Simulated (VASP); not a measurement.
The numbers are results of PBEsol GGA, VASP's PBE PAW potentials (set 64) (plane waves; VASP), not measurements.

A VASP calculation is set up with these files.

File KPOINTS:
```
k-points along high-symmetry lines
12
Line-mode
Reciprocal
  0.000000   0.000000   0.000000 ! GAMMA
  0.000000   0.500000   0.000000 ! X

  0.000000   0.500000   0.000000 ! X
  0.500000   0.500000   0.000000 ! M

  0.500000   0.500000   0.000000 ! M
  0.000000   0.000000   0.000000 ! GAMMA

  0.000000   0.000000   0.000000 ! GAMMA
  0.500000   0.500000   0.500000 ! R

  0.500000   0.500000   0.500000 ! R
  0.000000   0.500000   0.000000 ! X

  0.500000   0.500000   0.500000 ! R
  0.500000   0.500000   0.000000 ! M

  0.500000   0.500000   0.000000 ! M
  0.500000   0.000000   0.000000 ! X_1
```

### POSCAR
```
FeSi
1
    4.4045632652     0.0000000000    -0.0000000000
    0.0000000000     4.4045632652     0.0000000000
   -0.0000000000     0.0000000000     4.4045632652
Fe Si
4 4
Direct
  0.8627417099   0.6372582901   0.3627417099
  0.3627417099   0.8627417099   0.6372582901
  0.1372582901   0.1372582901   0.1372582901
  0.6372582901   0.3627417099   0.8627417099
  0.1588931696   0.3411068304   0.6588931696
  0.6588931696   0.1588931696   0.3411068304
  0.8411068304   0.8411068304   0.8411068304
  0.3411068304   0.6588931696   0.1588931696
```

### INCAR
```
SYSTEM = FeSi
PREC = Accurate
ENCUT = 400
EDIFF = 1E-7
NELM = 100
ALGO = Normal
LREAL = .FALSE.
LASPH = .TRUE.
ISMEAR = 0
SIGMA = 0.05
GGA = PS
LMAXMIX = 4
LWAVE = .FALSE.
LCHARG = .FALSE.
LORBIT = 11
ICHARG = 11
```

POTCAR, in this order: Fe Si (PBE.64 set). Program: vasp_std. Read from the step before: CHGCAR.

What will the output report for the number of irreducible k-points (NKPTS), number of bands (NBANDS), largest plane-wave count, number of space-group operations, FFT grid (NGX, NGY, NGZ)?

| Property | Value |
|---|---|
| number of irreducible k-points (NKPTS) | 84 |
| number of bands (NBANDS) | 29 |
| largest plane-wave count | 1596 |
| number of space-group operations | 12 |
| FFT grid (NGX, NGY, NGZ) | 30 × 30 × 30 |

The compound is FeSi in the B20 structure. It was relaxed first, which changed the volume by -6 %. The run is not spin-polarised, so no magnetic state was tried.
